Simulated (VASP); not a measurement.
Runs of VASP 6.6.1 on Br2Si. The cell holds a molecule in a box, 3 atoms: a = 11.000 Å, b = 13.000 Å, c = 11.000 Å, α = 90.00°, β = 90.00°, γ = 90.00°. 

```tsv
task	level	cell	grid for exact exchange (PRECFOCK)	exchange at q = 0	gap on the mesh (eV)	largest force (eV/Å)
single point	PBE	as given	-	-	2.72	0.26
single point	r2SCAN0	as given	Normal	truncated	(a)	0.26
electron localisation function	PBE	as given	-	-	2.72	0.26
relaxation of the atoms	PBE	atoms relaxed from: atoms moved at random, drawn with an rms of 0.02 Å	-	-	2.70	-
single point	PBE	atoms moved at random, drawn with an rms of 0.05 Å	-	-	2.73	0.09
single point	SCAN+D4	as given	-	-	2.98	0.09
single point	BLYP+D4	as given	-	-	2.74	(b)
atomic charges	PBE+TS	as given	-	-	2.72	0.27
```

Alike in all rows: potentials or basis VASP PAW PBE potentials, release 64 (Br, Si); no spin polarisation; k mesh 1 × 1 × 1; cutoff (eV) 520; smearing gaussian 0.01 eV.

Task: Fill in the values left out.

Result: (a) 4.66; (b) 0.61.

Caveats: the PAW data sets were made with another functional, which shifts forces and pressure a little (some runs).

A k mesh can miss the band edges, and the runs leave out spin-orbit coupling on Br.
